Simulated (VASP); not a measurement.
Level of theory: vdW-DF-cx, VASP's PBE PAW potentials (set 64) (plane waves; VASP).

VASP input:

### POSCAR
```
FeAl
1
    2.8487156525     0.0000000000    -0.0000000000
    0.0000000000     2.8487156525     0.0000000000
   -0.0000000000    -0.0000000000     2.8487156525
Al Fe
1 1
Direct
  0.5000000000   0.5000000000   0.5000000000
  0.0000000000   0.0000000000   0.0000000000
```

INCAR:
```
SIGMA=0.1   # width (eV)
ENCUT=520   # plane-wave cut-off (eV)
ALGO=Normal   # blocked Davidson
LCHARG=.False.
LWAVE=.False.
EDIFF=1E-6   # SCF stop (eV)
EDIFFG=-0.01   # ionic stop
PREC=Accurate
ISIF=3
ISMEAR=1
LUSE_VDW=.True.
NSW=60   # most ionic steps
GGA=CX
LMAXMIX=4
LASPH=.True.
NELM=100
SYSTEM=FeAl
AGGAC=0.0
LREAL=.False.   # projection in real space or not
IBRION=2   # conjugate gradients
```

**KPOINTS**
```
Automatic mesh
0
Gamma
12 12 12
0 0 0
```

POTCAR, in this order: Al Fe (PBE.64 set). Program: vasp_std.

What VASP printed:

### OUTCAR
```
 ion  position               nearest neighbor table
   1  0.500  0.500  0.500-   2 2.47   2 2.47   2 2.47   2 2.47   2 2.47   2 2.47   2 2.47   2 2.47
  LATTYP: Found a simple cubic cell.
 ALAT       =     2.8487156525
 Subroutine PRICEL returns:
 Original cell was already a primitive cell.
 Subroutine GETGRP returns: Found 48 space group operations
The static configuration has the point symmetry O_h .
The dynamic configuration has the point symmetry O_h .
 Subroutine INISYM returns: Found 48 space group operations
 Subroutine IBZKPT returns following result:
 Found     84 irreducible k-points:

 Following reciprocal coordinates:
            Coordinates               Weight
  0.000000  0.000000  0.000000      1.000000
  0.083333  0.000000  0.000000      6.000000
  0.166667  0.000000  0.000000      6.000000
  0.250000  0.000000  0.000000      6.000000
  0.333333  0.000000  0.000000      6.000000
  0.416667  0.000000  0.000000      6.000000
  0.500000  0.000000  0.000000      3.000000
  0.083333  0.083333  0.000000     12.000000
  0.166667  0.083333  0.000000     24.000000
  0.250000  0.083333  0.000000     24.000000
  0.333333  0.083333  0.000000     24.000000
  0.416667  0.083333  0.000000     24.000000
  0.500000  0.083333  0.000000     12.000000
  0.166667  0.166667  0.000000     12.000000
  0.250000  0.166667  0.000000     24.000000
  0.333333  0.166667  0.000000     24.000000
  0.416667  0.166667  0.000000     24.000000
  0.500000  0.166667  0.000000     12.000000
  0.250000  0.250000  0.000000     12.000000
  0.333333  0.250000  0.000000     24.000000
  0.416667  0.250000  0.000000     24.000000
  0.500000  0.250000  0.000000     12.000000
  0.333333  0.333333  0.000000     12.000000
  0.416667  0.333333  0.000000     24.000000
  0.500000  0.333333  0.000000     12.000000
  0.416667  0.416667  0.000000     12.000000
  0.500000  0.416667  0.000000     12.000000
  0.500000  0.500000  0.000000      3.000000
  0.083333  0.083333  0.083333      8.000000
  0.166667  0.083333  0.083333     24.000000
  0.250000  0.083333  0.083333     24.000000
  0.333333  0.083333  0.083333     24.000000
  0.416667  0.083333  0.083333     24.000000
  0.500000  0.083333  0.083333     12.000000
  0.166667  0.166667  0.083333     24.000000
  0.250000  0.166667  0.083333     48.000000
  0.333333  0.166667  0.083333     48.000000
  0.416667  0.166667  0.083333     48.000000
  0.500000  0.166667  0.083333     24.000000
  0.250000  0.250000  0.083333     24.000000
   k-points           NKPTS =     84   k-points in BZ     NKDIM =     84   number of bands    NBANDS=      9
   number of dos      NEDOS =    301   number of ions     NIONS =      2
   total plane-waves  NPLWV =  13824
   dimension x,y,z NGX =    24 NGY =   24 NGZ =   24
   dimension x,y,z NGXF=    48 NGYF=   48 NGZF=   48
   ions per type =               1   1
   PREC   = accura    normal or accurate (medium, high low for compatibility)
   ISTART =      0    job   : 0-new  1-cont  2-samecut
   ICHARG =      2    charge: 1-file 2-atom 10-const
   ISPIN  =      1    spin polarized calculation?
   LNONCOLLINEAR =      F non collinear calculations
   LSORBIT =      F    spin-orbit coupling
   INIWAV =      1    electr: 0-lowe 1-rand  2-diag
   ENCUT  =  520.0 eV  38.22 Ry    6.18 a.u.   5.30  5.30  5.30*2*pi/ulx,y,z
   NELM   =    100;   NELMIN=  2; NELMDL= -5     # of ELM steps
   EDIFF  = 0.1E-05   stopping-criterion for ELM
   LREAL  =      F    real-space projection
   NLSPLINE    = F    spline interpolate recip. space projectors
   LMAXMIX     =    4 max onsite mixed and CHGCAR
   VOSKOWN=      0    Vosko Wilk Nusair interpolation
...
```

**OSZICAR**
```
       N       E                     dE             d eps       ncg     rms          rms(c)
DAV:   1     0.363156250093E+02    0.36316E+02   -0.50484E+03  1512   0.125E+03
DAV:   2    -0.100706920422E+02   -0.46386E+02   -0.44692E+02  1515   0.182E+02
DAV:   3    -0.113363311529E+02   -0.12656E+01   -0.12413E+01  1833   0.418E+01
DAV:   4    -0.113597845485E+02   -0.23453E-01   -0.23429E-01  1918   0.501E+00
DAV:   5    -0.113602602057E+02   -0.47566E-03   -0.47564E-03  1901   0.610E-01    0.141E+01
DAV:   6    -0.131292538761E+02   -0.17690E+01   -0.70517E+01  1748   0.133E+02    0.171E+01
DAV:   7    -0.949008094076E+01    0.36392E+01   -0.34448E+01  1710   0.827E+01    0.254E+00
DAV:   8    -0.945707510247E+01    0.33006E-01   -0.21832E-01  1772   0.591E+00    0.145E+00
DAV:   9    -0.944260267357E+01    0.14472E-01   -0.47629E-02  1806   0.338E+00    0.328E-01
DAV:  10    -0.944219726784E+01    0.40541E-03   -0.12390E-03  2039   0.507E-01    0.149E-01
DAV:  11    -0.944218199200E+01    0.15276E-04   -0.36636E-05  1813   0.627E-02    0.105E-02
DAV:  12    -0.944218180656E+01    0.18544E-06   -0.91041E-07   942   0.116E-02
   1 F= -.94421818E+01 E0= -.94421368E+01  d E =-.944218E+01
```

**OUTCAR**
```
------------------------ aborting loop because EDIFF is reached ----------------------------------------
  FORCE on cell =-STRESS in cart. coord.  units (eV):
  Direction    XX          YY          ZZ          XY          YZ          ZX
  --------------------------------------------------------------------------------------
  Total       -0.0121198     -0.0121198     -0.0121198     -0.0000000     -0.0000000     -0.0000000
  in kB       -0.8399577     -0.8399577     -0.8399577     -0.0000000     -0.0000000     -0.0000000
  external PRESSURE =      -0.8399577 kB  Pullay stress =       0.0000000 kB
  volume of cell :       23.12
      direct lattice vectors                 reciprocal lattice vectors
     2.848715653  0.000000000  0.000000000     0.351035386  0.000000000  0.000000000
     0.000000000  2.848715653  0.000000000     0.000000000  0.351035386  0.000000000
     0.000000000  0.000000000  2.848715653     0.000000000  0.000000000  0.351035386
 POSITION                                       TOTAL-FORCE (eV/Angst)
 -----------------------------------------------------------------------------------
      1.42436      1.42436      1.42436         0.000000      0.000000      0.000000
      0.00000      0.00000      0.00000         0.000000      0.000000      0.000000
 -----------------------------------------------------------------------------------
    total drift:                               -0.000000      0.000000      0.000000
  FREE ENERGIE OF THE ION-ELECTRON SYSTEM (eV)
  ---------------------------------------------------
  free  energy   TOTEN  =        -9.4421818066 eV

  energy  without entropy=       -9.4420469163  energy(sigma->0) =       -9.44213684

 reached required accuracy - stopping structural energy minimisation
```
(Selected blocks of OUTCAR.)

The compound is FeAl in the CsCl type structure. It was relaxed first, which changed the volume by -6 %. The start is the result of an earlier pass. The run is not spin-polarised, so no magnetic state was tried. The electron count is odd and the run is not spin-polarised, which forces a metal.
